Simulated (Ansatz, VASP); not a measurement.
# SnTe: VASP beside Ansatz

Aim: how closely do two programs agree when they are given the same cell, functional and k mesh?

Main program and level: Ansatz 0.2.0; plane waves, with VASP 6.6.1 beside it; single point at PBEsol.

### Step 1. Set-up

It takes space group Fm-3m (No. 225, cubic). Conventional cell: a = 6.313 Å, b = 6.313 Å, c = 6.313 Å, α = 90.00°, β = 90.00°, γ = 90.00°. Nearest to Te lie 6 Sn at 3.16 Å. Nearest to Sn lie 6 Te at 3.16 Å. Farther neighbours and most contacts between anions are not listed.

### Step 2. VASP: single point, PBEsol

A single point gives forces, pressure and levels at one fixed geometry, so differences don't come from the geometry; what else differs is listed under the comparison.

Lines of VASP's logs that name or quote its potential files are left out, and so is its time.

INCAR

```
SYSTEM = SnTe
PREC = Accurate
ENCUT = 400
EDIFF = 1E-05
NELM = 100
ISMEAR = 0
SIGMA = 0.05
LREAL = .FALSE.
ALGO = Normal
GGA = PS
NBANDS = 16
LORBIT = 11
LWAVE = .FALSE.
LCHARG = .FALSE.
KPAR = 4
```

POSCAR

```
SnTe
1.0
    0.0000000000      3.1565000000      3.1565000000
    3.1565000000      0.0000000000      3.1565000000
    3.1565000000      3.1565000000      0.0000000000
Te Sn
1 1
Direct
    0.5000000000      0.5000000000      0.5000000000
    0.0000000000      0.0000000000      0.0000000000
```

KPOINTS

```
Automatic mesh
0
Gamma
6 6 6
0 0 0
```

The projector-augmented-wave data sets are Te and Sn_d (PBE family, release 64).

Command:

```sh
> mpirun -np 4 vasp_std
```

Numbers of over 12 decimals in the logs are rounded to 6 here.

Output:

```text
[banner, memory and clock lines left out]
running    4 mpi-ranks, on    1 nodes
 distrk:  each k-point on    1 cores,    4 groups
 distr:  one band on    1 cores,    1 groups

 POSCAR found type information on POSCAR TeSn
 POSCAR found :  2 types and       2 ions
|                                                                             |
|               ----> ADVICE to this user running VASP <----                  |
|                                                                             |
|     You enforced a specific xc type in the INCAR file but a different       |
|     [... a line on the potential file left out ...]
|     I HOPE YOU KNOW WHAT YOU ARE DOING!                                     |
|                                                                             |

 LDA part: xc-table for (Slater+PW92), standard interpolation
 POSCAR, INCAR and KPOINTS ok, starting setup
 FFT: planning ... GRIDC
 FFT: planning ... GRID_SOFT
 FFT: planning ... GRID
 WAVECAR not read
 entering main loop
       N       E                     dE             d eps       ncg     rms          rms(c)
DAV:   1     0.108288261284E+03    0.10829E+03   -0.82326E+03   512   0.117E+03
DAV:   2     0.309509235663E+00   -0.10798E+03   -0.10590E+03   576   0.309E+02
DAV:   3    -0.816607552751E+01   -0.84756E+01   -0.84608E+01   640   0.801E+01
DAV:   4    -0.838828492227E+01   -0.22221E+00   -0.22216E+00   648   0.144E+01
DAV:   5    -0.839782625110E+01   -0.95413E-02   -0.95412E-02   696   0.268E+00    0.515E+00
DAV:   6    -0.834227495591E+01    0.55551E-01   -0.12394E-01   728   0.285E+00    0.327E+00
DAV:   7    -0.834000368160E+01    0.22713E-02   -0.48210E-02   640   0.142E+00    0.706E-01
DAV:   8    -0.833924965334E+01    0.75403E-03   -0.75620E-03   664   0.767E-01    0.163E-01
DAV:   9    -0.833932454525E+01   -0.74892E-04   -0.56278E-04   648   0.220E-01    0.486E-02
DAV:  10    -0.833930072773E+01    0.23818E-04   -0.77645E-05   680   0.847E-02    0.224E-02
DAV:  11    -0.833929974203E+01    0.98570E-06   -0.25044E-05   592   0.428E-02
   1 F= -.83392997E+01 E0= -.83391932E+01  d E =-.213076E-03
```

Parts of OUTCAR (step 2):

```text
ion  position               nearest neighbor table
   1  0.500  0.500  0.500-   2 3.16   2 3.16   2 3.16   2 3.16   2 3.16   2 3.16
   2  0.000  0.000  0.000-   1 3.16   1 3.16   1 3.16   1 3.16   1 3.16   1 3.16

  LATTYP: Found a face centered cubic cell.
 ALAT       =     6.3130000000

 Subroutine GETGRP returns: Found 48 space group operations
 (whereof 48 operations were pure point group operations)

The static configuration has the point symmetry O_h .

 Found     16 irreducible k-points:

   k-points           NKPTS =     16   k-points in BZ     NKDIM =     16   number of bands    NBANDS=     16

   dimension x,y,z NGX =    30 NGY =   30 NGZ =   30
   dimension x,y,z NGXF=    60 NGYF=   60 NGZF=   60

   ENCUT  =  400.0 eV  29.40 Ry    5.42 a.u.   7.28  7.28  7.28*2*pi/ulx,y,z

   NELECT =      20.0000    total number of electrons

 k-points in reciprocal lattice and weights: Automatic mesh
   0.00000000  0.00000000  0.00000000       0.005
   0.16666667  0.00000000  0.00000000       0.037
   0.33333333  0.00000000  0.00000000       0.037
   0.50000000  0.00000000  0.00000000       0.019
   0.16666667  0.16666667  0.00000000       0.028
   0.33333333  0.16666667  0.00000000       0.111
   0.50000000  0.16666667  0.00000000       0.111
  -0.33333333  0.16666667  0.00000000       0.111
  -0.16666667  0.16666667  0.00000000       0.056
[...]
-0.33333333  0.33333333  0.16666667       0.111
  -0.33333333  0.50000000  0.16666667       0.056

 average (electrostatic) potential at core
       1 -87.7579       2-100.4943

 E-fermi :   6.7477

 k-point     1 :       0.0000    0.0000    0.0000
  band No.  band energies     occupation
    ...
      6      -6.0478      2.00000
      7       1.9971      2.00000
      8       4.6153      2.00000
      9       4.6153      2.00000
     10       4.6153      2.00000
     11      10.0528      0.00000
     12      10.0528      0.00000
     13      10.0528      0.00000
     14      11.4594      0.00000
     15      11.4594      0.00000
    ...

 k-point     2 :       0.1667    0.0000    0.0000
  band No.  band energies     occupation
    ...
      6      -5.8178      2.00000
      7       0.9059      2.00000
      8       4.6576      2.00000
      9       4.6576      2.00000
     10       5.3318      2.00000
     11       9.0138      0.00000
     12       9.0138      0.00000
     13       9.0390      0.00000
     14      11.4265      0.00000
     15      12.0180      0.00000
    ...

 k-point     3 :       0.3333    0.0000    0.0000
  band No.  band energies     occupation
    ...
      6      -5.2192      2.00000
      7      -0.7509      2.00000
      8       4.8122      2.00000
      9       4.8122      2.00000
     10       6.1005      2.00000
     11       7.6723      0.00000
     12       7.6723      0.00000
     13       7.6957      0.00000
     14      12.5241      0.00000
     15      13.5397      0.00000
    ...

  Total       -0.2649762     -0.2649762     -0.2649762      0.0000000      0.0000000     -0.0000000
  in kB       -6.7494774     -6.7494774     -6.7494774      0.0000000      0.0000000     -0.0000000
  external PRESSURE =      -6.7494774 kB  Pullay stress =       0.0000000 kB

  energy-cutoff  :      400.00
  volume of cell :       62.90
      direct lattice vectors                 reciprocal lattice vectors
     0.000000000  3.156500000  3.156500000    -0.158403295  0.158403295  0.158403295
     3.156500000  0.000000000  3.156500000     0.158403295 -0.158403295  0.158403295
     3.156500000  3.156500000  0.000000000     0.158403295  0.158403295 -0.158403295

 POSITION                                       TOTAL-FORCE (eV/Angst)
 -----------------------------------------------------------------------------------
      3.15650      3.15650      3.15650         0.000000      0.000000     -0.000000
      0.00000      0.00000      0.00000        -0.000000     -0.000000      0.000000
 -----------------------------------------------------------------------------------
    total drift:                               -0.000000      0.000000      0.000000

  FREE ENERGIE OF THE ION-ELECTRON SYSTEM (eV)
  ---------------------------------------------------
  free  energy   TOTEN  =        -8.3392997420 eV

  energy  without entropy=       -8.3390866657  energy(sigma->0) =       -8.33919320

 total charge
# of ion       s       p       d       tot
------------------------------------------
    1        1.391   1.947   0.030   3.368
    2        1.354   0.742   9.985  12.080
--------------------------------------------------
tot          2.745   2.689  10.014  15.448

[... 3 further parts left out ...]
```

The run ends at a pressure of -0.67 GPa.

### Step 3. Ansatz: single point, PBEsol

Ansatz runs on its default PAW (the set named soft_2) files.

The same cell, functional, mesh and smearing now go to Ansatz, which takes its cutoff from its data sets.

input.yaml

```yaml
crystal:
  lattice:
    - [0.0, 3.1565, 3.1565]
    - [3.1565, 0.0, 3.1565]
    - [3.1565, 3.1565, 0.0]
  atoms:
    - { symbol: Te, position: [0.5, 0.5, 0.5] }
    - { symbol: Sn, position: [0.0, 0.0, 0.0] }
hamiltonian:
  xc: pbesol
  pseudopotentials: { kind: paw }
kpoints:
  mp_grid: { grid: [6, 6, 6] }
scf:
  occupations: { method: gaussian, width: 0.05 }
  n_extra_bands: 4
output:
  forces: true
  stress: true
  eigenvalues: true
```

Command:

```sh
> ansatz run input.yaml --threads 2 --pin off --max-ram 4608MiB --backend cpu --events-out ev --progress --plain --runs-dir out
```

Output:

```text
scf.n_extra_bands = 4 over 15 filled bands (N_el = 30.0): the run solves 19 bands
Engine: ansatz 0.2.0, aarch64-unknown-linux-gnu
Pseudopotentials: kind: paw
Pseudopotential: Te, paw, valence charge 16, recommended cutoff 420 eV (normal), Te.paw.azcp
Pseudopotential: Sn, paw, valence charge 14, recommended cutoff 420 eV (normal), Sn.paw.azcp
Functional definition: PBEsol
  exchange = pbesol_x
  correlation = pbesol_c
Crystal: 2 atoms, lattice volume = 62.900 Å³
Basis set: ecut = 420 eV, 1243 PW (Γ), exchange–correlation on 60×60×60 points (8 copies of the dense FFT grid, shifted against one another)
Bands: 19, of which v1, the nominal top of the filled ones, is band 15 counted from 1 (14 counted from 0)
Symmetry: 48 space group operations
Space group: Fm-3m (ITA 225), of the structure as read, at distance tolerance 4.0e-5 Å
k-points: 16 of 216
Non-local potential: Te, projectors of the file, l = 0: 2, l = 1: 2, l = 2: 2, l = 3: 2
Non-local potential: Sn, projectors of the file, l = 0: 2, l = 1: 2, l = 2: 2, l = 3: 2
PAW form: soft (Blöchl's): semilocal exchange-correlation on the pseudo side does not see the compensation charge
PAW frozen core: Te, regenerated for the run's functional, and the local potential with it (the file was generated under x = pbe(κ = 0.804, μ = 0.219515), c = pbe(β = 0.066725))
PAW frozen core: Sn, regenerated for the run's functional, and the local potential with it (the file was generated under x = pbe(κ = 0.804, μ = 0.219515), c = pbe(β = 0.066725))
PAW one-centre angular grid: Te, 590 points (default); XC on 64 Gauss nodes
PAW one-centre angular grid: Sn, 590 points (default); XC on 64 Gauss nodes
Initial density: superposition of atomic densities (neutral atoms: chi_scale 0, normalization atom), corrected by the library's trained network
Initial wavefunctions: pseudopotential atomic-orbital guess
Functional: x = pbesol(κ = 0.804, μ = 0.123457), c = pbesol(β = 0.046)
SCF iter   1: F=—  HF=-12851.852742 eV  |F-HF|=—  |Δ(HF+E_count)|=         —  Δρ=2.31e-3  dr2=3.11e-3  ethr=1.77e-3  ⟨swp⟩=6.6  Hψ=1603  notcnv=0
preconditioner: auto → none  [insulator: Δε(μ)=0.134 eV  Ē_g=8.621 eV  σ=0.050 eV  W_gap=0.94  n_scr=14 (ndim 8)  ℏωp=14.8 eV  f_vac=0.009  D(μ)=0.14/eV (n_scr^D=0)  ε∞_Penn≈3.9]
SCF iter   2: F=—  HF=-12851.849636 eV  |F-HF|=—  |Δ(HF+E_count)|=   3.11e-3  Δρ=8.61e-4  dr2=4.49e-4  ethr=1.04e-5  ⟨swp⟩=2.0  Hψ=609  notcnv=0
SCF iter   3: F=—  HF=-12851.849637 eV  |F-HF|=—  |Δ(HF+E_count)|=   3.30e-7  Δρ=2.00e-4  dr2=2.23e-5  ethr=1.50e-6  ⟨swp⟩=2.2  Hψ=541  notcnv=0
SCF iter   4: F=—  HF=-12851.849632 eV  |F-HF|=—  |Δ(HF+E_count)|=   5.27e-6  Δρ=8.55e-5  dr2=5.23e-6  ethr=7.45e-8  ⟨swp⟩=2.0  Hψ=544  notcnv=0
SCF iter   5: F=—  HF=-12851.849628 eV  |F-HF|=—  |Δ(HF+E_count)|=   3.28e-6  Δρ=1.52e-5  dr2=1.26e-7  ethr=1.74e-8  ⟨swp⟩=2.0  Hψ=544  notcnv=0
SCF iter   6: F=-12851.849628 eV  HF=-12851.849628 eV  |F-HF|=1.31e-8  |Δ(HF+E_count)|=   7.44e-8  Δρ=4.17e-6  dr2=9.70e-9  ethr=3.33e-10  ⟨swp⟩=5.9  Hψ=1455  notcnv=0
SCF 1 converged in 6 iterations: F = -12851.849628 eV  dr2 = 9.70e-9
  greatest PAW one-centre occupation: 0.998 electrons in one spin orbital (limit 2), on the Te atom at site 0 (counted from 0), in its partial waves of l = 2
SCF converged after 6 iterations
Free energy (F): -12851.849628 eV
Harris-Foulkes:  -12851.849628 eV  (|F-HF|=1.31e-8)
Internal energy: -12851.849409 eV  (E = F + TS)
E sigma→0 (E₀):  -12851.849519 eV
Entropy (-TS):   -0.000219 eV (-0.110 meV/atom)
Fermi energy:    9.460235 eV
--- Per-component energies (eV) ---
  E_band       = -358.996097
  E_kinetic    = 366.548375
  E_local      = -2164.651813  (includes V_loc(G=0)·N_el)
  E_nonlocal   = -338.843253
  E_hartree    = 1354.874639
  E_xc         = -503.396044
  E_vxc        = -201.755826  (∫ρ·V_xc dr)
  E_paw        = -8646.786773  (= ΣΔE_a)
  E_vpaw       = -730.035783  (= ΣTr[D̂ρ^β])
  E_aug_tail   = -0.000174  (compensation charges beyond the density's cutoff)
  E_ewald      = -2920.254022
  E_core_change = 0.659655  (= ΣΔE_core)
  E_smearing   = -0.000219  (= −TS)
  E_closure    = -0.000000  (closes the sum)
  Σ components = -12851.849628   (vs F -12851.849628, Δ=0.00e0)
--- Forces (eV/Å), atoms counted from 1 ---
  atom   1  Te     0.00000000     0.00000000     0.00000000
  atom   2  Sn    -0.00000000     0.00000000     0.00000000
  max |Σ_I F_I| component: 3.44e-29 eV/Å
--- Stress (GPa, compression-positive) ---
       -0.614274      -0.000000      -0.000000
       -0.000000      -0.614274      -0.000000
       -0.000000      -0.000000      -0.614274
  P = ⅓ Tr σ = -0.6143 GPa (-6.143 kbar)
--- Band table (eV; the first three rows and the last of 16) ---
  k-point 0: bands = [... 11 lower, 4.7027, 7.3280, 7.3280, 7.3280, 12.7658, 12.7658, 12.7658, 14.1955]
  k-point 1: bands = [... 11 lower, 3.6150, 7.3702, 7.3702, 8.0426, 11.7303, 11.7303, 11.7532, 14.1524]
  k-point 2: bands = [... 11 lower, 1.9623, 7.5241, 7.5241, 8.8118, 10.3895, 10.3895, 10.4092, 15.2454]
  k-point 15: bands = [... 11 lower, 2.2492, 4.2360, 5.1153, 7.5630, 11.5347, 12.8499, 14.7940, 14.9856]
```

Wall time 1.5 s (2 threads of Arm Neoverse N1, shared host); peak memory 0.3 GiB.

Reading the cycles: dr2 is the Hartree energy of the density residual (eV), the measure of convergence; HF is the Harris–Foulkes estimate of the energy, which meets the free energy F at convergence.

The run ends at a pressure of -0.61 GPa.

### Step 4. Side by side

Known differences besides the potentials themselves: the data sets hold 30 valence electrons in Ansatz (default PAW (the set named soft_2) files) and 20 in VASP; the cutoff is 420 eV in Ansatz and 400 eV in VASP; Ansatz makes its cores anew for this functional, VASP keeps those of its PBE data sets; VASP leaves aspherical gradient terms in its spheres out (LASPH is not set), Ansatz keeps them. Total energies have different zeros and are not compared.

The two programs side by side:

```
              quantity  Ansatz   VASP  difference
        pressure (GPa)   -0.61  -0.67       +0.06
gap on the k mesh (eV)   0.125  0.126      -0.001
```

A gap on the mesh is an upper bound, since the band edges may lie between its points. Ansatz's pressure holds a Pulay correction of 0.03 GPa; VASP's holds none.

### Step 5. Results

| Property | Result |
| --- | --- |
| difference in gap on the k mesh (single point, PBEsol) | -0.0011 eV |

**Reading.** The difference in gap on the k mesh is -0.0011 eV (single point, PBEsol), within the 0.08 eV picked in this series as the mark of a large difference. How closely two codes agree says nothing of how well the functional describes the real material.

[Lines on the potential files, build, host, timing and source positions are cut from VASP's logs without a mark.]

[Logs are printed without paths, hosts, clocks, repeated set-up lines and the standing remarks that a program may print on its own settings, such as how far it seeks lower states.]

[Hosts, paths, dates, database ids (printed as entryN), source tags and the programs' standing remarks are cut or masked in the printed files.]
